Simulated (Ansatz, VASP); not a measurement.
# LaF4 in VASP and in Ansatz

INCAR

```
ALGO = Normal ; EDIFF = 1E-6
ENCUT = 520 ; GGA = PE
ISIF = 2 ; ISMEAR = 0
LASPH = True ; LCHARG = True
LELF = True ; LREAL = False
LVHAR = True ; LWAVE = False
NBANDS = 28 ; NELM = 80
PREC = Accurate ; SIGMA = 0.1
```

KPOINTS

```
k-points
0
Gamma
  6 6 6
```

File POSCAR:

```
LaF4
1.0
   -2.0896300400      2.0896300400      5.2135385500
    2.0896300400     -2.0896300400      5.2135385500
    2.0896300400      2.0896300400     -5.2135385500
La F
1 4
Direct
    0.0000000000      0.0000000000      0.0000000000
    0.7500000000      0.2500000000      0.5000000000
    0.2500000000      0.7500000000      0.5000000000
    0.3957180100      0.3957180100      0.0000000000
    0.6042819900      0.6042819900      0.0000000000
```

Input for Ansatz:

```yaml
crystal:
  lattice:
    - [-2.08963004, 2.08963004, 5.21353855]
    - [2.08963004, -2.08963004, 5.21353855]
    - [2.08963004, 2.08963004, -5.21353855]
  atoms:
    - { symbol: La, position: [0.0, 0.0, 0.0] }
    - { symbol: F, position: [0.75, 0.25, 0.5] }
    - { symbol: F, position: [0.25, 0.75, 0.5] }
    - { symbol: F, position: [0.39571801, 0.39571801, 0.0] }
    - { symbol: F, position: [0.60428199, 0.60428199, 0.0] }
basis:
  ecutwfc: 420
kpoints:
  mp_grid: { grid: [6, 6, 6] }
hamiltonian:
  xc: pbe
scf:
  occupations: { method: gaussian, width: 0.1 }
  lower_state_search: "off"
output:
  forces: true
  stress: true
  eigenvalues: true
```

Change from the starting cell: species swapped into the SrAl4 type (I4/mmm, No. 139).

Alike in both runs: task single point; functional PBE; k mesh 6 × 6 × 6; occupations gaussian, width 0.1 eV; no spin polarisation.

```csv
,VASP,Ansatz
version,VASP 6.6.1,Ansatz 0.2.0
potentials or method,"VASP PAW PBE potentials, release 64 (La, F)","scalar-relativistic, plane waves, PAW"
plane-wave cutoff (eV),520,420
valence electrons in the cell,39,39
```

```csv
,VASP,Ansatz,Ansatz less VASP
gap on the k mesh at the Fermi level (eV),none,none,-
pressure (GPa),-14.3,-14.0,+0.32
largest component of the traceless stress (GPa),6.04,6.03,-0.007
rms of the force components (eV/Å),0.336,0.336,-0.0001
```

Atom by atom the forces differ by 0.000 eV/Å (rms over components). A gap of «none» marks a metal or a gap that the smearing closes.

Caveats: an odd number of electrons without spin polarisation forces a metal; a magnetic or distorted state may lie lower. Spin-orbit coupling is left out, which matters for the levels of La.
